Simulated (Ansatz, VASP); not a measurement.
# GeH: VASP beside Ansatz

Wanted: the spread between two codes on one cell, functional and k mesh. The cell is taken from a series of runs on this material, whose earlier steps may have relaxed, scaled, displaced or heated it; both programs get it as it stands.

Program: Ansatz 0.2.0. Level of theory: plane waves, with VASP 6.6.1 beside it; single point at PBEsol, spin-orbit coupling. Results are calculated unless marked as measured.

**1. The structure**

The cell holds 8 atoms: 4 Ge and 4 H. Its edges and angles: a = 4.001 Å, b = 4.001 Å, c = 35.300 Å, α = 90.0°, β = 90.0°, γ = 90.0°. It derives from Ge. Vacuum lies along c.

Coordinates:

```xyz
8
Lattice="4.0008 0.0000 0.0000 0.0000 4.0008 0.0000 0.0000 0.0000 35.3000" Properties=species:S:1:pos:R:3
Ge    0.0000    0.0000   15.5684
Ge    0.0000    2.0004   16.9463
Ge    2.0004    2.0004   18.3537
Ge    2.0004    0.0000   19.7316
H     1.2175    0.0000   14.6326
H     2.7833    0.0000   14.6326
H     0.7829    0.0000   20.6674
H     3.2179    0.0000   20.6674
```

**2. VASP: single point, PBEsol, spin-orbit coupling**

A single point gives forces, pressure and levels at one fixed geometry, so differences don't come from the geometry; what else differs is listed under the comparison.

Lines of VASP's logs that name or quote its potential files are left out, and so is its time.

The input, INCAR:

```
SYSTEM = GeH
PREC = Accurate
ENCUT = 410
EDIFF = 1E-06
NELM = 200
ISMEAR = 0
SIGMA = 0.01
LREAL = .FALSE.
ALGO = Normal
GGA = PS
LNONCOLLINEAR = .TRUE.
MAGMOM = 0 0 0 0 0 0 0 0 0 0 0 0 0 0 0 0 0 0 0 0 0 0 0 0
NBANDS = 76
GGA_COMPAT = .FALSE.
LASPH = .TRUE.
LSORBIT = .TRUE.
LORBIT = 11
LWAVE = .FALSE.
LCHARG = .FALSE.
ISIF = 2
LDIPOL = .TRUE.
IDIPOL = 3
DIPOL = 0.5 0.5 0.5
LVHAR = .TRUE.
EFERMI = MIDGAP
NELMDL = -8
KPAR = 2
```

The input, POSCAR:

```
GeH
1.0
    4.0008101680      0.0000000000      0.0000000000
    0.0000000000      4.0008101680      0.0000000000
    0.0000000000      0.0000000000     35.3000000000
Ge H
4 4
Direct
    0.0000000000      0.0000000000      0.4410317727
    0.0000000000      0.5000000000      0.4800650384
    0.5000000000      0.5000000000      0.5199349616
    0.5000000000      0.0000000000      0.5589682273
    0.3043042595      0.0000000000      0.4145219567
    0.6956957405      0.0000000000      0.4145219567
    0.1956957405      0.0000000000      0.5854780433
    0.8043042595      0.0000000000      0.5854780433
```

The input, KPOINTS:

```
Automatic mesh
0
Gamma
6 6 1
0 0 0
```

The projector-augmented-wave data sets are Ge_d and H (PBE family, release 64).

The run is started by

```console
> mpirun -np 2 vasp_ncl
```

Numbers of over 12 decimals in the logs are rounded to 6 here.

The program printed:

```text
[banner, memory and clock lines left out]
running    2 mpi-ranks, on    1 nodes
 distrk:  each k-point on    1 cores,    2 groups
 distr:  one band on    1 cores,    1 groups

 POSCAR found type information on POSCAR GeH
 POSCAR found :  2 types and       8 ions
|                                                                             |
|               ----> ADVICE to this user running VASP <----                  |
|                                                                             |
|     You enforced a specific xc type in the INCAR file but a different       |
|     [... a line on the potential file left out ...]
|     I HOPE YOU KNOW WHAT YOU ARE DOING!                                     |
|                                                                             |

 LDA part: xc-table for (Slater+PW92), standard interpolation
 POSCAR, INCAR and KPOINTS ok, starting setup
 FFT: planning ... GRIDC
 FFT: planning ... GRID_SOFT
 FFT: planning ... GRID
 WAVECAR not read
 entering main loop
       N       E                     dE             d eps       ncg     rms          rms(c)
DAV:   1     0.463821530040E+03    0.46382E+03   -0.26885E+04  2848   0.164E+03
DAV:   2     0.383729662802E+02   -0.42545E+03   -0.41346E+03  3292   0.374E+02
DAV:   3    -0.288501382620E+02   -0.67223E+02   -0.66776E+02  3424   0.172E+02
DAV:   4    -0.327719514719E+02   -0.39218E+01   -0.39097E+01  2856   0.499E+01
DAV:   5    -0.329194688688E+02   -0.14752E+00   -0.14746E+00  3624   0.880E+00
DAV:   6    -0.329215012916E+02   -0.20324E-02   -0.20323E-02  3516   0.952E-01
DAV:   7    -0.329215703937E+02   -0.69102E-04   -0.69101E-04  3620   0.160E-01
DAV:   8    -0.329215733431E+02   -0.29494E-05   -0.29492E-05  3524   0.302E-02    0.731E+00
DAV:   9    -0.320526375139E+02    0.86894E+00   -0.30842E-01  2824   0.113E+01    0.416E+00
DAV:  10    -0.316837150540E+02    0.36892E+00   -0.10937E+00  2704   0.751E+00    0.704E-01
DAV:  11    -0.316822940151E+02    0.14210E-02   -0.15942E-01  2832   0.501E+00    0.465E-01
DAV:  12    -0.316774767175E+02    0.48173E-02   -0.22490E-02  3052   0.126E+00    0.282E-01
DAV:  13    -0.316762971006E+02    0.11796E-02   -0.82731E-03  2800   0.128E+00    0.139E-01
DAV:  14    -0.316758926798E+02    0.40442E-03   -0.22194E-03  2780   0.829E-01    0.557E-02
[...]
DAV:  21    -0.316768302698E+02   -0.13755E-03   -0.45778E-06  2052   0.146E-02    0.197E-03
DAV:  22    -0.316768952826E+02   -0.65013E-04   -0.16401E-06  2012   0.649E-03    0.109E-03
DAV:  23    -0.316769419616E+02   -0.46679E-04   -0.12444E-06  1912   0.410E-03    0.664E-04
DAV:  24    -0.316769683509E+02   -0.26389E-04   -0.74243E-07  1920   0.281E-03    0.378E-04
DAV:  25    -0.316769794429E+02   -0.11092E-04   -0.27869E-07  1876   0.226E-03    0.186E-04
DAV:  26    -0.316769829518E+02   -0.35088E-05   -0.63562E-08  1844   0.151E-03    0.138E-04
DAV:  27    -0.316769855221E+02   -0.25703E-05   -0.48727E-08  1808   0.786E-04    0.659E-05
DAV:  28    -0.316769863070E+02   -0.78494E-06   -0.10893E-08  1824   0.650E-04
   1 F= -.31676986E+02 E0= -.31676986E+02  d E =0.000000E+00  mag=    -0.0000     0.0000    -0.0000
```

OUTCAR, selected parts (step 2):

```text
ion  position               nearest neighbor table
   1  0.000  0.000  0.441-   5 1.54   6 1.54   2 2.43   2 2.43
   2  0.000  0.500  0.480-   1 2.43   1 2.43   3 2.45   3 2.45
   3  0.500  0.500  0.520-   4 2.43   4 2.43   2 2.45   2 2.45
   4  0.500  0.000  0.559-   7 1.54   8 1.54   3 2.43   3 2.43
   5  0.304  0.000  0.415-   1 1.54
   6  0.696  0.000  0.415-   1 1.54
   7  0.196  0.000  0.585-   4 1.54
   8  0.804  0.000  0.585-   4 1.54

  LATTYP: Found a simple tetragonal cell.
 ALAT       =     4.0008101680
 C/A-ratio  =     8.8232129288

 Subroutine GETGRP returns: Found  8 space group operations
 (whereof  4 operations were pure point group operations)

The static configuration has the point symmetry C_2v.
 The point group associated with its full space group is D_2h.

 Found     16 irreducible k-points:

   k-points           NKPTS =     16   k-points in BZ     NKDIM =     16   number of bands    NBANDS=     76

   dimension x,y,z NGX =    28 NGY =   28 NGZ =  240
   dimension x,y,z NGXF=    56 NGYF=   56 NGZF=  480

   ENCUT  =  410.0 eV  30.13 Ry    5.49 a.u.   6.61  6.61 58.28*2*pi/ulx,y,z

   NELECT =      60.0000    total number of electrons

 k-points in reciprocal lattice and weights: Automatic mesh
   0.00000000  0.00000000  0.00000000       0.028
   0.16666667  0.00000000  0.00000000       0.056
   0.00000000  0.16666667  0.00000000       0.056
   0.33333333  0.00000000  0.00000000       0.056
   0.00000000  0.33333333  0.00000000       0.056
   0.50000000  0.00000000  0.00000000       0.028
   0.00000000  0.50000000  0.00000000       0.028
   0.16666667  0.16666667  0.00000000       0.111
   0.33333333  0.16666667  0.00000000       0.111
[...]
-0.33333333  0.50000000  0.00000000       0.056
   0.50000000  0.50000000  0.00000000       0.028

 dipolmoment           0.000000      0.000000     -0.000000 electrons x Angstroem

 average (electrostatic) potential at core
       1 -81.3463       2 -81.5530       3 -81.5530       4 -81.3463       5 -39.1744
       6 -39.1744       7 -39.1744       8 -39.1744

 E-fermi :  -2.5367

 k-point     1 :       0.0000    0.0000    0.0000
  band No.  band energies     occupation
    ...
     56      -4.9970      1.00000
     57      -3.5940      1.00000
     58      -3.5940      1.00000
     59      -3.4533      1.00000
     60      -3.4533      1.00000
     61      -1.6201      0.00000
     62      -1.6201      0.00000
     63      -1.4683      0.00000
     64      -1.4683      0.00000
     65      -1.2394      0.00000
    ...

 k-point     2 :       0.1667    0.0000    0.0000
  band No.  band energies     occupation
    ...
     56      -4.9104      1.00000
     57      -4.2787      1.00000
     58      -4.2787      1.00000
     59      -3.5218      1.00000
     60      -3.5218      1.00000
     61      -1.3742      0.00000
     62      -1.3742      0.00000
     63      -1.1196      0.00000
     64      -1.1196      0.00000
     65       0.3892      0.00000
    ...

 k-point     3 :       0.0000    0.1667    0.0000
  band No.  band energies     occupation
    ...
     56      -4.9353      1.00000
     57      -4.6564      1.00000
     58      -4.6564      1.00000
     59      -3.5751      1.00000
     60      -3.5751      1.00000
     61      -1.3997      0.00000
     62      -1.3997      0.00000
     63      -0.2378      0.00000
     64      -0.2378      0.00000
     65       0.1217      0.00000
    ...

  Total        4.0439374     -0.1741345     -0.4788586      0.0000000      0.0000000      0.0000000
  in kB       11.4668573     -0.4937700     -1.3578359      0.0000000      0.0000000      0.0000000
  external PRESSURE =       3.2050838 kB  Pullay stress =       0.0000000 kB

  energy-cutoff  :      410.00
  volume of cell :      565.03
      direct lattice vectors                 reciprocal lattice vectors
     4.000810168  0.000000000  0.000000000     0.249949375  0.000000000  0.000000000
     0.000000000  4.000810168  0.000000000     0.000000000  0.249949375  0.000000000
     0.000000000  0.000000000 35.300000000     0.000000000  0.000000000  0.028328612

 POSITION                                       TOTAL-FORCE (eV/Angst)
 -----------------------------------------------------------------------------------
      0.00000      0.00000     15.56842         0.000000     -0.000000     -0.019033
      0.00000      2.00041     16.94630         0.000000     -0.000000      0.002195
      2.00041      2.00041     18.35370         0.000000     -0.000000     -0.002195
      2.00041      0.00000     19.73158         0.000000     -0.000000      0.019033
      1.21746      0.00000     14.63263        -0.015330     -0.000000      0.012095
      2.78335      0.00000     14.63263         0.015330     -0.000000      0.012095
      0.78294      0.00000     20.66737         0.015330      0.000000     -0.012095
      3.21787      0.00000     20.66737        -0.015330     -0.000000     -0.012095
 -----------------------------------------------------------------------------------
    total drift:                                0.000000      0.000000      0.000000

  FREE ENERGIE OF THE ION-ELECTRON SYSTEM (eV)
  ---------------------------------------------------
  free  energy   TOTEN  =       -31.6769863070 eV

  energy  without entropy=      -31.6769863070  energy(sigma->0) =      -31.67698631

 vacuum level on the upper side and lower side of the slab         1.550         1.550

 Spin-Orbit-Coupling matrix elements
 Ion:    1  E_soc:     -0.0179707
 Ion:    2  E_soc:     -0.0180398
 Ion:    3  E_soc:     -0.0180398
 Ion:    4  E_soc:     -0.0179707
 Ion:    5  E_soc:      0.0000001
 Ion:    6  E_soc:      0.0000001
 Ion:    7  E_soc:      0.0000001
 Ion:    8  E_soc:      0.0000001

 total charge
# of ion       s       p       d       tot
------------------------------------------
    1        1.102   1.421  10.051  12.573
    2        1.110   1.296  10.023  12.429
    3        1.110   1.296  10.023  12.429
    4        1.102   1.421  10.051  12.573
    5        0.536   0.016   0.000   0.552
    6        0.536   0.016   0.000   0.552
    7        0.536   0.016   0.000   0.552
    8        0.536   0.016   0.000   0.552
--------------------------------------------------
tot          6.566   5.497  40.148  52.211

 magnetization (x)
# of ion       s       p       d       tot
------------------------------------------
    1        0.000   0.000   0.000   0.000
    2        0.000   0.000   0.000   0.000
    3        0.000   0.000   0.000   0.000
    4        0.000   0.000   0.000   0.000
    5        0.000   0.000   0.000   0.000
    6        0.000   0.000   0.000   0.000
    7        0.000   0.000   0.000   0.000
    8        0.000   0.000   0.000   0.000
--------------------------------------------------
tot          0.000   0.000   0.000   0.000

 magnetization (y)
# of ion       s       p       d       tot
------------------------------------------
    1        0.000   0.000   0.000   0.000
    2        0.000   0.000   0.000   0.000
    3        0.000   0.000   0.000   0.000
    4        0.000   0.000   0.000   0.000
    5       -0.000  -0.000   0.000  -0.000
    6        0.000   0.000   0.000   0.000
    7       -0.000  -0.000   0.000  -0.000
    8        0.000   0.000   0.000   0.000
--------------------------------------------------
tot          0.000   0.000   0.000   0.000

 magnetization (z)
# of ion       s       p       d       tot
------------------------------------------
    1        0.000   0.000   0.000   0.000
    2        0.000   0.000   0.000   0.000
    3        0.000   0.000   0.000   0.000
    4        0.000   0.000   0.000   0.000
    5        0.000   0.000   0.000   0.000
    6        0.000   0.000   0.000   0.000
    7        0.000   0.000   0.000   0.000
    8        0.000   0.000   0.000   0.000
--------------------------------------------------
tot          0.000   0.000   0.000   0.000

[... 3 further parts left out ...]
```

(Continued in part 2 of 2.)

[Lines on the potential files, build, host, timing and source positions are cut from VASP's logs without a mark.]

[Logs are printed without paths, hosts, clocks, repeated set-up lines and the standing remarks that a program may print on its own settings, such as how far it seeks lower states.]

[Hosts, paths, dates, database ids (printed as entryN), source tags and the programs' standing remarks are cut or masked in the printed files.]
